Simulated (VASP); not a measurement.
# Lattice vibrations of WS2 (Tungstenite), part 4 of 4

Aim: the phonon dispersion and thermal properties of WS2 (Tungstenite). The start is a cell from a database of measured crystal structures.

VASP 6.6.1; PBEsol, no spin polarisation; plane waves and PAW (W, S).

So far. Step 2 (Relax the host): The run ended after 5 ionic steps, 0.033 eV below its first step, once forces and stress met EDIFFG = -0.02. Step 3 (Tight relaxation): The run ended after 8 ionic steps, 0.000 eV below its first step, once forces and stress met EDIFFG = -0.002.

The database entry behind the starting cell differs from later determinations by our own check (an axis about 1.4 % long against later determinations), so it need not match the best structure at ambient conditions.

## (5) Force constants in the supercell

System of this step: WS2 (Tungstenite). The cell holds 54 atoms: 18 W and 36 S. Its edges and angles: a = 9.423 Å, b = 9.423 Å, c = 12.587 Å, α = 90.0°, β = 90.0°, γ = 120.0°. It derives from WS2 (Tungstenite).

Each independent atom is moved by 0.015 Å both ways; the forces give the force constants out to half the supercell.

Contents of INCAR:

```
SYSTEM = WS2
PREC = Accurate
ENCUT = 350
EDIFF = 1E-07
NELM = 120
ISMEAR = 0
SIGMA = 0.05
LREAL = Auto
ALGO = Fast
GGA = PS
NBANDS = 200
LASPH = .TRUE.
LWAVE = .FALSE.
LCHARG = .FALSE.
KPAR = 4
IBRION = 6
NSW = 1
NFREE = 2
POTIM = 0.015
ISIF = 0
ADDGRID = .TRUE.
```

Contents of POSCAR:

```
WS2
1.0
    9.4234339377      0.0000000000      0.0000000000
   -4.7117169690      8.1609331809      0.0000000000
    0.0000000000      0.0000000000     12.5869452265
W S
18 36
Direct
    0.2222222222      0.1111111111      0.7500000000
    0.2222222222      0.4444444444      0.7500000000
    0.2222222222      0.7777777778      0.7500000000
    0.5555555556      0.1111111111      0.7500000000
    0.5555555556      0.4444444444      0.7500000000
    0.5555555556      0.7777777778      0.7500000000
    0.8888888889      0.1111111111      0.7500000000
    0.8888888889      0.4444444444      0.7500000000
    0.8888888889      0.7777777778      0.7500000000
    0.1111111111      0.2222222222      0.2500000000
    0.1111111111      0.5555555556      0.2500000000
    0.1111111111      0.8888888889      0.2500000000
    0.4444444444      0.2222222222      0.2500000000
    0.4444444444      0.5555555556      0.2500000000
    0.4444444444      0.8888888889      0.2500000000
    0.7777777778      0.2222222222      0.2500000000
    0.7777777778      0.5555555556      0.2500000000
    0.7777777778      0.8888888889      0.2500000000
    0.2222222222      0.1111111111      0.3745836257
    0.2222222222      0.4444444444      0.3745836257
    0.2222222222      0.7777777778      0.3745836257
    0.5555555556      0.1111111111      0.3745836257
    0.5555555556      0.4444444444      0.3745836257
    0.5555555556      0.7777777778      0.3745836257
    0.8888888889      0.1111111111      0.3745836257
    0.8888888889      0.4444444444      0.3745836257
    0.8888888889      0.7777777778      0.3745836257
    0.1111111111      0.2222222222      0.8745836257
    0.1111111111      0.5555555556      0.8745836257
    0.1111111111      0.8888888889      0.8745836257
    0.4444444444      0.2222222222      0.8745836257
    0.4444444444      0.5555555556      0.8745836257
    0.4444444444      0.8888888889      0.8745836257
    0.7777777778      0.2222222222      0.8745836257
    0.7777777778      0.5555555556      0.8745836257
    0.7777777778      0.8888888889      0.8745836257
    0.2222222222      0.1111111111      0.1254163743
    0.2222222222      0.4444444444      0.1254163743
    0.2222222222      0.7777777778      0.1254163743
    0.5555555556      0.1111111111      0.1254163743
    0.5555555556      0.4444444444      0.1254163743
    0.5555555556      0.7777777778      0.1254163743
    0.8888888889      0.1111111111      0.1254163743
    0.8888888889      0.4444444444      0.1254163743
    0.8888888889      0.7777777778      0.1254163743
    0.1111111111      0.2222222222      0.6254163743
    0.1111111111      0.5555555556      0.6254163743
    0.1111111111      0.8888888889      0.6254163743
    0.4444444444      0.2222222222      0.6254163743
    0.4444444444      0.5555555556      0.6254163743
    0.4444444444      0.8888888889      0.6254163743
    0.7777777778      0.2222222222      0.6254163743
    0.7777777778      0.5555555556      0.6254163743
    0.7777777778      0.8888888889      0.6254163743
```

Contents of KPOINTS:

```
Automatic mesh
0
Gamma
2 2 2
0 0 0
```

The projector-augmented-wave data sets are W and S (PBE family, release 64).

The run is started by

```sh
$ mpirun -np 4 vasp_std
```

Log:

```text
[banner, memory and clock lines left out]
running    4 mpi-ranks, on    1 nodes
 distrk:  each k-point on    1 cores,    4 groups
 distr:  one band on    1 cores,    1 groups

 POSCAR found type information on POSCAR W S
 POSCAR found :  2 types and      54 ions
 [... a notice as in an earlier step ...]

 LDA part: xc-table for (Slater+PW92), standard interpolation
 POSCAR, INCAR and KPOINTS ok, starting setup
 FFT: planning ... GRIDC
 FFT: planning ... GRID_SOFT
 FFT: planning ... GRID
 WAVECAR not read
 entering main loop
       N       E                     dE             d eps       ncg     rms          rms(c)
DAV:   1     0.138357239188E+04    0.13836E+04   -0.11493E+05  1608   0.105E+03
DAV:   2    -0.329644346989E+03   -0.17132E+04   -0.16444E+04  2064   0.260E+02
DAV:   3    -0.474001693650E+03   -0.14436E+03   -0.14289E+03  1984   0.786E+01
DAV:   4    -0.479621891264E+03   -0.56202E+01   -0.55947E+01  2200   0.159E+01
DAV:   5    -0.479747912587E+03   -0.12602E+00   -0.12564E+00  2080   0.228E+00    0.126E+02
RMM:   6    -0.458249330795E+03    0.21499E+02   -0.80322E+01  1726   0.136E+01    0.500E+01
RMM:   7    -0.455695404568E+03    0.25539E+01   -0.20298E+01  1632   0.809E+00    0.255E+01
RMM:   8    -0.456160024495E+03   -0.46462E+00   -0.75416E+00  1686   0.459E+00    0.516E+00
RMM:   9    -0.455935241496E+03    0.22478E+00   -0.15322E+00  1644   0.272E+00    0.525E+00
RMM:  10    -0.455935035719E+03    0.20578E-03   -0.54791E-01  1663   0.118E+00    0.403E+00
RMM:  11    -0.455934326449E+03    0.70927E-03   -0.13776E-01  1666   0.668E-01    0.900E-01
RMM:  12    -0.455936213359E+03   -0.18869E-02   -0.45559E-02  1919   0.302E-01    0.804E-01
RMM:  13    -0.455936416085E+03   -0.20273E-03   -0.49484E-03  1835   0.101E-01    0.611E-01
RMM:  14    -0.455936308877E+03    0.10721E-03   -0.10118E-03  1777   0.481E-02    0.308E-01
RMM:  15    -0.455936233245E+03    0.75632E-04   -0.73572E-04  1748   0.443E-02    0.859E-02
RMM:  16    -0.455936245798E+03   -0.12553E-04   -0.20432E-04  1727   0.257E-02    0.155E-02
RMM:  17    -0.455936246731E+03   -0.93281E-06   -0.60415E-05  1766   0.145E-02    0.103E-02
RMM:  18    -0.455936247496E+03   -0.76528E-06   -0.14664E-05  1910   0.662E-03    0.225E-02
RMM:  19    -0.455936247474E+03    0.21992E-07   -0.21444E-06  1758   0.266E-03    0.183E-02
RMM:  20    -0.455936247477E+03   -0.30632E-08   -0.19026E-06  1606   0.208E-03    0.632E-03
RMM:  21    -0.455936247556E+03   -0.79028E-07   -0.40027E-07  1246   0.124E-03
   1 F= -.45593625E+03 E0= -.45593625E+03  d E =-.571232E-16
 Found     4 degrees of freedom:
 Finite differences POTIM= 0.01500 DOF=   4
 bond charge predicted
       N       E                     dE             d eps       ncg     rms          rms(c)
DAV:   1    -0.455932832476E+03    0.34150E-02   -0.57877E-01  3648   0.125E+00    0.292E-01
RMM:   2    -0.455933120279E+03   -0.28780E-03   -0.54571E-03  3199   0.142E-01    0.117E-01
RMM:   3    -0.455933160297E+03   -0.40018E-04   -0.15839E-03  3778   0.531E-02    0.664E-02
RMM:   4    -0.455933144505E+03    0.15792E-04   -0.20256E-04  3753   0.190E-02    0.428E-02
RMM:   5    -0.455933131372E+03    0.13133E-04   -0.60662E-05  3249   0.125E-02    0.106E-02
RMM:   6    -0.455933131644E+03   -0.27226E-06   -0.20790E-05  3505   0.700E-03    0.579E-03
RMM:   7    -0.455933131911E+03   -0.26659E-06   -0.44182E-06  3502   0.272E-03    0.324E-03
RMM:   8    -0.455933131902E+03    0.88512E-08   -0.67738E-07  2573   0.113E-03
   2 F= -.45593313E+03 E0= -.45593313E+03  d E =-.834470E-11
[...]
3 F= -.45593313E+03 E0= -.45593313E+03  d E =-.245333E-15
[...]
4 F= -.45593283E+03 E0= -.45593283E+03  d E =-.479407E-15
[...]
5 F= -.45593283E+03 E0= -.45593283E+03  d E =-.104876E-14
[...]
6 F= -.45593478E+03 E0= -.45593478E+03  d E =-.101169E-14
[...]
7 F= -.45593478E+03 E0= -.45593478E+03  d E =-.142541E-14
[...]
8 F= -.45593448E+03 E0= -.45593448E+03  d E =-.141235E-14
 Finite differences progress:
  Degree of freedom:   4/  4
  Displacement:        1/  2
  Total:               7/  8
 bond charge predicted
       N       E                     dE             d eps       ncg     rms          rms(c)
DAV:   1    -0.455929786006E+03    0.46977E-02   -0.10057E+00  1672   0.129E+00    0.899E-01
RMM:   2    -0.455933337133E+03   -0.35511E-02   -0.43398E-02  1613   0.395E-01    0.445E-01
RMM:   3    -0.455934286845E+03   -0.94971E-03   -0.97906E-03  1796   0.149E-01    0.271E-01
RMM:   4    -0.455934310539E+03   -0.23694E-04   -0.12504E-03  1794   0.588E-02    0.228E-01
RMM:   5    -0.455934269221E+03    0.41319E-04   -0.38741E-04  1627   0.303E-02    0.828E-02
RMM:   6    -0.455934286168E+03   -0.16947E-04   -0.12244E-04  1759   0.168E-02    0.693E-02
RMM:   7    -0.455934277332E+03    0.88360E-05   -0.23657E-05  1673   0.727E-03    0.469E-02
RMM:   8    -0.455934272742E+03    0.45900E-05   -0.42132E-05  1716   0.726E-03    0.121E-02
RMM:   9    -0.455934272920E+03   -0.17782E-06   -0.35817E-06  1484   0.350E-03    0.109E-02
RMM:  10    -0.455934272995E+03   -0.75528E-07   -0.15572E-06  1512   0.166E-03    0.159E-03
RMM:  11    -0.455934273019E+03   -0.23621E-07   -0.34264E-07  1097   0.815E-04
   9 F= -.45593427E+03 E0= -.45593427E+03  d E =-.220645E-14
 Finite differences progress:
  Degree of freedom:   4/  4
  Displacement:        2/  2
  Total:               8/  8
```

Wall time 40 min (4 MPI ranks of AMD EPYC 7R43, shared host); peak memory 6.6 GiB.

From OUTCAR (step 5):

```text
   k-points           NKPTS =      4   k-points in BZ     NKDIM =      4   number of bands    NBANDS=    200

   ENCUT  =  350.0 eV  25.72 Ry    5.07 a.u.  14.37 14.37 19.20*2*pi/ulx,y,z

   NELECT =     324.0000    total number of electrons

 E-fermi :   6.3108

 k-point     1 :       0.0000    0.0000    0.0000
  band No.  band energies     occupation
    ...
    158       5.4198      2.00000
    159       5.4198      2.00000
    160       5.5996      2.00000
    161       5.5996      2.00000
    162       6.0458      2.00000
    163       7.4693      0.00000
    164       7.4693      0.00000
    165       7.4732      0.00000
    166       7.4732      0.00000
    167       7.8005      0.00000
    ...

 POSITION                                       TOTAL-FORCE (eV/Angst)
 -----------------------------------------------------------------------------------
      1.57057      0.90677      9.44021         0.000000      0.000000      0.000943
     -0.00000      3.62708      9.44021        -0.000092     -0.000164     -0.000255
     -1.57057      6.34739      9.44021        -0.000188      0.000002     -0.000255
      4.71172      0.90677      9.44021        -0.000096      0.000161     -0.000255
      3.14114      3.62708      9.44021         0.000092     -0.000164     -0.000255
      1.57057      6.34739      9.44021         0.000000      0.000000      0.000042
      7.85286      0.90677      9.44021         0.000096      0.000161     -0.000255
      6.28229      3.62708      9.44021         0.000000      0.000000      0.000195
      4.71172      6.34739      9.44021         0.000188      0.000002     -0.000255
     -0.00000      1.81354      3.14674        -0.054686      0.031573     -0.078398
     -1.57057      4.53385      3.14674         0.000359      0.000207     -0.002576
     -3.14114      7.25416      3.14674         0.000000     -0.063146     -0.078398
      3.14114      1.81354      3.14674         0.054686      0.031573     -0.078398
      1.57057      4.53385      3.14674        -0.000000      0.002869     -0.003974
     -0.00000      7.25416      3.14674         0.002484     -0.001434     -0.003974
      6.28229      1.81354      3.14674         0.000000     -0.000415     -0.002576
      4.71172      4.53385      3.14674        -0.000359      0.000207     -0.002576
      3.14114      7.25416      3.14674        -0.002484     -0.001434     -0.003974
      1.57057      0.90677      4.69986         0.000000      0.000000      0.259441
     -0.00000      3.62708      4.71486         0.001321     -0.001465      0.012762
     -1.57057      6.34739      4.71486        -0.000608      0.001876      0.012762
      4.71172      0.90677      4.71486        -0.001929     -0.000411      0.012762
      3.14114      3.62708      4.71486        -0.001321     -0.001465      0.012762
      1.57057      6.34739      4.71486         0.000000      0.000000      0.006712
[...]
-----------------------------------------------------------------------------------
    total drift:                               -0.000003     -0.000002      0.001040

  FREE ENERGIE OF THE ION-ELECTRON SYSTEM (eV)
  ---------------------------------------------------
  free  energy   TOTEN  =      -455.9342730188 eV

  energy  without entropy=     -455.9342730188  energy(sigma->0) =     -455.93427302

 Eigenvectors and eigenvalues of the dynamical matrix
 ----------------------------------------------------

   1 f  =   13.203013 THz    82.956977 2PiTHz  440.405105 cm-1    54.603249 meV
             X         Y         Z           dx          dy          dz
      1.570572  0.906770  9.440209    -0.000000   -0.000000    0.118582
     -0.000000  3.627081  9.440209     0.000000   -0.000000    0.118582
     -1.570572  6.347392  9.440209    -0.000000    0.000000    0.118582
      4.711717  0.906770  9.440209     0.000000   -0.000000    0.118582
      3.141145  3.627081  9.440209     0.000000    0.000000    0.118582
      1.570572  6.347392  9.440209     0.000000    0.000000    0.118582
      7.852862  0.906770  9.440209    -0.000000   -0.000000    0.118582
      6.282289  3.627081  9.440209    -0.000000   -0.000000    0.118582
      4.711717  6.347392  9.440209    -0.000000    0.000000    0.118582
     -0.000000  1.813541  3.146736     0.000000    0.000000   -0.118582
     -1.570572  4.533852  3.146736    -0.000000    0.000000   -0.118582
     -3.141145  7.254163  3.146736    -0.000000    0.000000   -0.118582
      3.141145  1.813541  3.146736    -0.000000    0.000000   -0.118582
      1.570572  4.533852  3.146736    -0.000000    0.000000   -0.118582
     -0.000000  7.254163  3.146736    -0.000000    0.000000   -0.118582
      6.282289  1.813541  3.146736     0.000000    0.000000   -0.118582
      4.711717  4.533852  3.146736    -0.000000    0.000000   -0.118582
      3.141145  7.254163  3.146736    -0.000000    0.000000   -0.118582
      1.570572  0.906770  4.714864     0.000000   -0.000000    0.144038
     -0.000000  3.627081  4.714864     0.000000   -0.000000    0.144038
     -1.570572  6.347392  4.714864     0.000000    0.000000    0.144038
      4.711717  0.906770  4.714864     0.000000   -0.000000    0.144038
      3.141145  3.627081  4.714864     0.000000   -0.000000    0.144038
      1.570572  6.347392  4.714864     0.000000    0.000000    0.144038
[...]
4.711717  4.533852  7.872082    -0.000000    0.000000   -0.144038
      3.141145  7.254163  7.872082    -0.000000   -0.000000   -0.144038

   2 f  =   13.132083 THz    82.511312 2PiTHz  438.039145 cm-1    54.309908 meV
             X         Y         Z           dx          dy          dz
      1.570572  0.906770  9.440209     0.000000   -0.000000   -0.119809
     -0.000000  3.627081  9.440209     0.000000   -0.000000   -0.119809
     -1.570572  6.347392  9.440209     0.000000    0.000000   -0.119809
      4.711717  0.906770  9.440209     0.000000   -0.000000   -0.119809
      3.141145  3.627081  9.440209     0.000000   -0.000000   -0.119809
      1.570572  6.347392  9.440209    -0.000000    0.000000   -0.119809
      7.852862  0.906770  9.440209     0.000000    0.000000   -0.119809
      6.282289  3.627081  9.440209    -0.000000   -0.000000   -0.119809
      4.711717  6.347392  9.440209     0.000000   -0.000000   -0.119809
     -0.000000  1.813541  3.146736    -0.000000    0.000000   -0.119809
     -1.570572  4.533852  3.146736    -0.000000    0.000000   -0.119809
     -3.141145  7.254163  3.146736    -0.000000    0.000000   -0.119809
      3.141145  1.813541  3.146736    -0.000000    0.000000   -0.119809
      1.570572  4.533852  3.146736    -0.000000    0.000000   -0.119809
     -0.000000  7.254163  3.146736    -0.000000    0.000000   -0.119809
      6.282289  1.813541  3.146736    -0.000000    0.000000   -0.119809
      4.711717  4.533852  3.146736    -0.000000    0.000000   -0.119809
      3.141145  7.254163  3.146736    -0.000000    0.000000   -0.119809
      1.570572  0.906770  4.714864     0.000000   -0.000000    0.143529
     -0.000000  3.627081  4.714864     0.000000   -0.000000    0.143529
     -1.570572  6.347392  4.714864     0.000000    0.000000    0.143529
      4.711717  0.906770  4.714864     0.000000   -0.000000    0.143529
      3.141145  3.627081  4.714864     0.000000   -0.000000    0.143529
      1.570572  6.347392  4.714864     0.000000    0.000000    0.143529
[...]
4.711717  4.533852  7.872082     0.000000    0.000000    0.143529
      3.141145  7.254163  7.872082     0.000000    0.000000    0.143529

   3 f  =   12.682945 THz    79.689291 2PiTHz  423.057495 cm-1    52.452421 meV
             X         Y         Z           dx          dy          dz
    [... 9114 further lines ...]
      6.282289  1.813541  7.872082    -0.080663    0.025651   -0.000000
      4.711717  4.533852  7.872082    -0.080663    0.025651   -0.000000
      3.141145  7.254163  7.872082    -0.080663    0.025651   -0.000000

 ELASTIC MODULI CONTR FROM IONIC RELAXATION (kBar)
 Direction    XX          YY          ZZ          XY          YZ          ZX
 --------------------------------------------------------------------------------
 XX           0.0000      0.0000      0.0000      0.0000      0.0000      0.0000
 YY           0.0000      0.0000      0.0000      0.0000      0.0000      0.0000
 ZZ           0.0000      0.0000      0.0000      0.0000      0.0000      0.0000
 XY           0.0000      0.0000      0.0000      0.0000      0.0000      0.0000
 YZ           0.0000      0.0000      0.0000      0.0000      0.0000      0.0000
 ZX           0.0000      0.0000      0.0000      0.0000      0.0000      0.0000
 --------------------------------------------------------------------------------

[... 2 parts as in an earlier step ...]

[... 10 further parts left out ...]
```

The last energy, forces, stress and levels in OUTCAR belong to the last displaced cell, not to the cell of POSCAR.

Numbers from this step:

- electrons: 324
- lowest frequency: -4.69e-6 cm⁻¹
- highest frequency: 440.4 cm⁻¹
- dynamically stable: yes
- zero point energy: 52.99 meV/atom
- heat capacity 300: 21.02 J/K/mol of atoms
- entropy 300: 22.44 J/K/mol of atoms

With the long-range dipole term. Phonon branches along the path, in cm⁻¹:

| point | branch 1 | branch 2 | branch 3 | branch 4 | branch 15 | branch 16 | branch 17 | branch 18 |
| --- | --- | --- | --- | --- | --- | --- | --- | --- |
| Γ | 0 | 0 | 0 | 29 | 421 | 423 | 438 | 440 |
| 0.53 of the way | 88 | 91 | 101 | 104 | 395 | 397 | 414 | 416 |
| M | 136 | 137 | 142 | 146 | 374 | 375 | 407 | 407 |
| 0.53 of the way | 144 | 144 | 145 | 148 | 370 | 371 | 401 | 401 |
| K | 144 | 144 | 151 | 151 | 364 | 366 | 397 | 397 |
| 0.47 of the way | 102 | 105 | 118 | 120 | 385 | 386 | 411 | 413 |
| Γ | 0 | 0 | 0 | 29 | 421 | 423 | 438 | 440 |
| 0.47 of the way | 10 | 10 | 13 | 27 | 422 | 423 | 439 | 440 |
| A | 21 | 21 | 21 | 21 | 422 | 422 | 440 | 440 |
| 0.47 of the way | 77 | 77 | 93 | 93 | 404 | 404 | 417 | 417 |
| L | 136 | 136 | 144 | 144 | 374 | 374 | 407 | 407 |
| 0.53 of the way | 144 | 144 | 147 | 147 | 370 | 370 | 401 | 401 |
| H | 144 | 144 | 151 | 151 | 365 | 365 | 397 | 397 |
| 0.53 of the way | 90 | 90 | 108 | 108 | 395 | 395 | 415 | 415 |
| A | 21 | 21 | 21 | 21 | 422 | 422 | 440 | 440 |
| jump to L | 136 | 136 | 144 | 144 | 374 | 374 | 407 | 407 |
| 0.47 of the way | 136 | 137 | 142 | 145 | 374 | 375 | 407 | 407 |
| M | 136 | 137 | 142 | 146 | 374 | 375 | 407 | 407 |
| jump to K | 144 | 144 | 151 | 151 | 364 | 366 | 397 | 397 |
| 0.47 of the way | 144 | 144 | 151 | 151 | 365 | 366 | 397 | 397 |
| H | 144 | 144 | 151 | 151 | 365 | 365 | 397 | 397 |

The phonon density of states has structure finer than the step of the table below, so its rows give means over 20 cm⁻¹, whole bins alone (the curve runs from -19.5 to 466 cm⁻¹). Peaks (cm⁻¹: height): 143.3: 0.138, 175.3: 0.0902, 352.8: 0.325, 368.8: 0.203, 407.5: 0.116.

Phonon density of states against frequency; means over each step:

| frequency (cm⁻¹) | phonon density of states (states/cm⁻¹/cell) |
| --- | --- |
| 0 | 1.2e-4 |
| 20 | 0.00310 |
| 40 | 0.0113 |
| 60 | 0.0155 |
| 80 | 0.0205 |
| 100 | 0.0287 |
| 120 | 0.0454 |
| 140 | 0.0989 |
| 160 | 0.0303 |
| 180 | 0.0462 |
| 200 | 3.1e-5 |
| 220 | 0 |
| 240 | 0 |
| 260 | 0 |
| 280 | 0 |
| 300 | 0.0209 |
| 320 | 0.0600 |
| 340 | 0.104 |
| 360 | 0.222 |
| 380 | 0.0626 |
| 400 | 0.0683 |
| 420 | 0.0577 |
| 440 | 0.00463 |

Table of heat capacity at constant volume by temperature:

| temperature (K) | heat capacity at constant volume (J/K/mol of atoms) |
| --- | --- |
| 0 | 0 |
| 50 | 3.25 |
| 100 | 8.78 |
| 150 | 13.9 |
| 200 | 17.4 |
| 250 | 19.6 |
| 275 | 20.4 |
| 325 | 21.5 |
| 375 | 22.3 |
| 425 | 22.8 |
| 475 | 23.2 |
| 525 | 23.5 |
| 575 | 23.8 |
| 625 | 23.9 |
| 675 | 24.1 |
| 725 | 24.2 |
| 750 | 24.2 |
| 800 | 24.3 |
| 850 | 24.4 |
| 900 | 24.4 |
| 950 | 24.5 |
| 1000 | 24.5 |

Vibrational entropy against temperature:

| temperature (K) | vibrational entropy (J/K/mol of atoms) |
| --- | --- |
| 0 | 0 |
| 25 | 0.317 |
| 50 | 1.57 |
| 75 | 3.40 |
| 100 | 5.49 |
| 125 | 7.75 |
| 150 | 10.1 |
| 200 | 14.6 |
| 225 | 16.7 |
| 250 | 18.7 |
| 275 | 20.6 |
| 300 | 22.4 |
| 325 | 24.1 |
| 350 | 25.8 |
| 375 | 27.3 |
| 400 | 28.7 |
| 425 | 30.1 |
| 450 | 31.4 |
| 475 | 32.7 |
| 525 | 35.0 |
| 550 | 36.1 |
| 575 | 37.2 |
| 600 | 38.2 |
| 625 | 39.2 |
| 650 | 40.1 |
| 675 | 41.0 |
| 700 | 41.9 |
| 725 | 42.7 |
| 750 | 43.5 |
| 775 | 44.3 |
| 800 | 45.1 |
| 850 | 46.6 |
| 875 | 47.3 |
| 900 | 48.0 |
| 925 | 48.7 |
| 950 | 49.3 |
| 975 | 49.9 |
| 1000 | 50.6 |

## (6) Summary of results

```yaml
highest_frequency: 440 cm⁻¹
lowest_frequency: -4.7e-6 cm⁻¹
zero_point_energy: 53.0 meV/atom
heat_capacity_300: 21.0 J/K/mol of atoms
entropy_300: 22.4 J/K/mol of atoms
```

**Reading.** The spectrum reaches 440 cm⁻¹, and its lowest point lies at 0 cm⁻¹. The crystal is layered and no dispersion term is used, so the spacing and binding between its layers, and what hangs on them, are unreliable. No mode is imaginary, so the structure is a local minimum as far as this supercell can tell. Frequencies between the wave vectors that fit the supercell are interpolated.

[Lines on the potential files, build, host, timing and source positions are cut from VASP's logs without a mark.]

[Logs are printed without paths, hosts, clocks, repeated set-up lines and the standing remarks that a program may print on its own settings, such as how far it seeks lower states.]

[Hosts, paths, dates, database ids (printed as entryN), source tags and the programs' standing remarks are cut or masked in the printed files.]

[Runs that stopped without an error message from VASP are left out.]
